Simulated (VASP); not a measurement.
```xyz
2
Lattice="0.0000 3.4406 3.4406 3.4406 0.0000 3.4406 3.4406 3.4406 0.0000" Properties=species:S:1:pos:R:3 pbc="T T T"
Rb     3.4406     6.8812     3.4406
Br     3.4406     3.4406     3.4406
```

Method: PBE GGA with D3 dispersion (Becke-Johnson damping) with spin-orbit coupling, VASP's PBE PAW potentials (set 64) (plane waves; VASP). Numerical set-up: 400 eV cut-off, 6×6×6 Γ-centred mesh, Gaussian smearing of 0.050 eV, potentials Rb_sv Br.

Question: Give the energies of bands 11 to 23 at the high-symmetry points, in eV from the valence-band maximum.

Answer: 
```json
[
 {"band": "11", "Γ": "-0.49", "X": "-0.75", "U": "-0.83", "L": "-1.20", "W": "-0.84"},
 {"band": "12", "Γ": "-0.49", "X": "-0.75", "U": "-0.83", "L": "-1.20", "W": "-0.84"},
 {"band": "13", "Γ": "0.00", "X": "-0.37", "U": "-0.48", "L": "-0.59", "W": "-0.44"},
 {"band": "14", "Γ": "0.00", "X": "-0.37", "U": "-0.48", "L": "-0.59", "W": "-0.44"},
 {"band": "15", "Γ": "0.00", "X": "-0.16", "U": "-0.33", "L": "-0.36", "W": "-0.39"},
 {"band": "16", "Γ": "0.00", "X": "-0.16", "U": "-0.33", "L": "-0.36", "W": "-0.39"},
 {"band": "17", "Γ": "4.17", "X": "5.46", "U": "6.18", "L": "6.62", "W": "6.89"},
 {"band": "18", "Γ": "4.17", "X": "5.46", "U": "6.18", "L": "6.62", "W": "6.89"},
 {"band": "19", "Γ": "7.11", "X": "6.92", "U": "7.89", "L": "7.51", "W": "6.93"},
 {"band": "20", "Γ": "7.11", "X": "6.92", "U": "7.89", "L": "7.51", "W": "6.93"},
 {"band": "21", "Γ": "7.11", "X": "8.98", "U": "7.98", "L": "9.29", "W": "8.05"},
 {"band": "22", "Γ": "7.11", "X": "8.99", "U": "7.98", "L": "9.29", "W": "8.05"},
 {"band": "23", "Γ": "7.12", "X": "9.02", "U": "8.65", "L": "9.30", "W": "8.41"}
]
```

The gap is direct, 4.17 eV, from the valence maximum at Γ to the conduction minimum at Γ.

The structure comes from a measured RbBr entry (Fm-3m) of the Crystallography Open Database, whose conditions weren't checked. It was relaxed first.
